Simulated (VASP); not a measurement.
**SiGe (relaxed from the wurtzite structure, space group P6_3mc): computed properties**

Computed with PBEsol GGA, VASP's PBE PAW potentials (set 64) (plane waves; VASP).

```
Property                                                                                                               Value
---------------------------------------------  -----------------------------------------------------------------------------
space group                                                                                                     P6_3mc (186)
cell                                           a = 3.8986 Å, b = 3.8986 Å, c = 6.4315 Å, α = 90.00°, β = 90.00°, γ = 120.00°
volume per atom                                                                                                21.16 Å³/atom
band gap (over mesh and band path)                                                                                   0.34 eV
smallest direct gap (over mesh and band path)                                                                        0.40 eV
band-edge character                                                                                         indirect, Γ to M
density                                                                                                           3.95 g/cm³
```

```
GeSi
1.0
    3.89861     0.00000     0.00000
   -1.94931     3.37630     0.00000
    0.00000     0.00000     6.43154
Si Ge
2 2
Cartesian
  0.00000   2.25087   0.00215
  1.94931   1.12543   3.21792
  0.00000   2.25087   2.40968
  1.94931   1.12543   5.62545
```

The structure was generated: SiGe was put into the wurtzite type (P6_3mc), which need not be its known phase. It was relaxed first, which changed the volume by +12 %. Symmetry was kept, so distortions that lower it aren't found.
